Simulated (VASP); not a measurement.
# Band edges against the vacuum: SiC(110), part 2 of 2

Where do the bulk band edges lie against the vacuum outside SiC(110)? The crystal is strained by +1 % in the plane, against this functional's own lattice.

VASP 6.6.1, plane waves and PAW; the level of theory is named at each step.

So far. Step 4 (Relax the strained bulk along the normal): The run ended after 2 ionic steps, 0.001 eV below its first step, once forces and stress met EDIFFG = -0.01. Step 6 (Relaxing the slab): The run ended after 16 ionic steps, 1.453 eV below its first step, once the forces on the free atoms met EDIFFG = -0.03.

**7. Vacuum level and density of states (continued)**

The planar average of the electrostatic potential oscillates, so the rows of the table below give means over windows of 1.51 Å about each position, cut where the curve ends. Its maxima inside the range that stand out by 2 % of the span (Å: eV): 8.8: -6.90, 10.3: -2.69, 11.8: -3.40, 13.4: -3.20, 14.9: -3.20, 16.5: -3.40, 18.0: -2.69, 19.6: -6.90. Its minima: 8.2: -12.4, 9.4: -13.4, 11.1: -12.9, 12.7: -13.0, 14.2: -13.0, 15.7: -13.0, 17.3: -12.9, 18.9: -13.4, 20.1: -12.4.

Zero at the Fermi level. Table of planar average of the electrostatic potential by height; means over each step:

height (Å), planar average of the electrostatic potential (eV) and a bar from the least value:
```
     0.76        5.3 ##############################
     2.27        5.3 ##############################
     3.78        5.3 ##############################
     5.29        5.3 ##############################
     6.80        3.6 ###########################
     8.31       -8.8 #
     9.82       -8.5 ##
    11.33       -8.5 ##
    12.84       -8.6 ##
    14.35       -8.6 ##
    15.86       -8.6 ##
    17.37       -8.5 ##
    18.88       -9.4 
    20.39       -6.9 #####
    21.90        4.7 #############################
    23.41        5.3 ##############################
    24.92        5.3 ##############################
    26.43        5.3 ##############################
    27.94        5.3 ##############################
```

Density of states in the PAW spheres, an atom over height of the layer and energy from the Fermi level.

Ten even steps from '_' (0.000 states/eV) to '@' (0.707 states/eV), each cell a mean:
```
________________________
________________________
@@....__________::__..@@
**....__________..__..**
________________________
..__..::::--::::..____..
--..--============....--
--::------------==::::--
++--============++----++
++--==----------++----++
--::----==--==--==::::--
--::------==----==::::--
--::--::::--::::==::::--
::::::::::::::::--::::::
..::::::::::::::--::::..
....::::::::::::::......
::::::..........::..::::
........................
....__....__....____....
..::::::......::::::::..
..------::--::--------..
::------======--::==--::
```
Columns: height of the layer (Å) from 8 to 20.3 (not evenly spaced); rows upwards: energy from the Fermi level (eV) from -7.9 to 0.5.

Valence density in the cb plane at fractional x = 0.000, with atoms of Si and C within 0.2 Å of it. It is the smooth field of the valence electrons, not physical close to the nuclei.

Ten even steps from '0' (-0.1 e/Å³) to '9' (1.6 e/Å³), each cell a mean:
```
00000000000000000000111344444311344444202444
00000000000000000000112368975323478875323589
00000000000000000000011369995322489984223699
00000000000000000000001248984211269973112489
00000000000000000000000125752111136642101257
00000000000000000000000112321100122321001123
00000000000000000000000011111000011111000111
00000000000000000000011111111111111111111111
00000000000000000000111111111111110011111100
00000000000000000001122221111222110011222110
00000000000000000001120012111211211112112111
00000000000000000001110022222100222222001222
```
Columns run along c (16.0 Å, from fractional 0.00 to 0.57 of the cell), rows up along b (4.4 Å). Atoms in or near the plane, at fractional coordinates: Si at (0.29, 0.05), Si at (0.39, 0.00), Si at (0.50, 0.00), C at (0.34, 0.74), C at (0.45, 0.74), C at (0.55, 0.74).

Electrostatic potential energy in the cb plane at fractional x = 0.000, with atoms of Si and C within 0.2 Å of it. With pseudopotentials it is smooth inside the atoms' cores, unlike the true potential.

Ten even steps from '0' (-70 eV) to '9' (7 eV), each cell a mean:
```
99999999999999999999851158887200488885001688
99999999999999999999887786468644775477536864
99999999999999999999999974647888855558888747
99999999999999999999999984548999964469999845
99999999999999999999999997679999987789999986
99999999999999999999999999999999999999999999
99999999999999999999999999999999999999999999
99999999999999999999999999999999999999999999
99999999999999999999988889999999999999999999
99999999999999999999874468998877899998777899
99999999999999999999730037897411589986213799
99999999999999999999720027887100389984000689
```
Columns run along c (16.0 Å, from fractional 0.00 to 0.57 of the cell; values clipped at the 3rd and 97th percentile), rows up along b (4.4 Å). Atoms in or near the plane, at fractional coordinates: Si at (0.29, 0.05), Si at (0.39, 0.00), Si at (0.50, 0.00), C at (0.34, 0.74), C at (0.45, 0.74), C at (0.55, 0.74).

The map of layer states is cut here 0.5 eV above the Fermi level, so it leaves out the states above that.

The vacuum level lies 5.37 eV above the highest filled level at the upper face; both faces agree, as the slab has next to no dipole.

The program found no field-free point at its default tolerance, but its printed level agrees with the flat part of the planar average.

**8. Lining up bulk and slab**

This step: band edges against the vacuum, PBE; plane waves and PAW (VASP 6.6.1).

Derived from the runs above.

This step gave:

| Property | Result |
| --- | --- |
| ionisation energy | 5.995 eV |
| offset spread | 0.07450 eV |
| bulk gap | 1.290 eV |
| slab gap | 0.1936 eV |
| electron affinity | 4.706 eV |
| buckling | 0.2295 Å |
| tilt | 15.26 degree |
| surface energy, relaxed | 2.835 J/m² |

The averaged core potentials of the four middle atoms lie -7.110 eV from those of the bulk run. The bulk valence top (7.833 eV), moved by that offset, is taken from the upper vacuum level (6.719 eV).

**9. Results**

* ionisation energy: 6.00 eV
* electron affinity: 4.71 eV
* buckling: 0.230 Å
* surface energy, relaxed: 2.83 J/m²

The bulk valence-band top lies 6.00 eV below the vacuum of SiC(110), strained by +1 % in the plane, and the conduction-band bottom 4.71 eV. The top layer buckles by 0.23 Å, a tilt of 15°, with C outermost, as the anion takes the dangling-bond electrons and the cation flattens towards sp². The surface costs 2.83 J/m² against the strained bulk. The slab's least gap is 0.19 eV, against 1.29 eV in the bulk. Confinement widens it, surface states can narrow it, and the two gaps need not lie at the same wave vector; the faces' own affinities count to the slab's lowest empty state. The offsets of the four middle atoms spread by 0.07 eV; a shift common to all four would not show in it. The bulk edges are read on a mesh, so a band minimum between its points makes the gap too large and the affinity too small. One thickness was run. Semilocal band edges put the valence top too high and the gap too small.

[Lines on the potential files, build, host, timing and source positions are cut from VASP's logs without a mark.]

[Logs are printed without paths, hosts, clocks, repeated set-up lines and the standing remarks that a program may print on its own settings, such as how far it seeks lower states.]

[Hosts, paths, dates, database ids (printed as entryN), source tags and the programs' standing remarks are cut or masked in the printed files.]

[Runs that stopped without an error message from VASP are left out.]
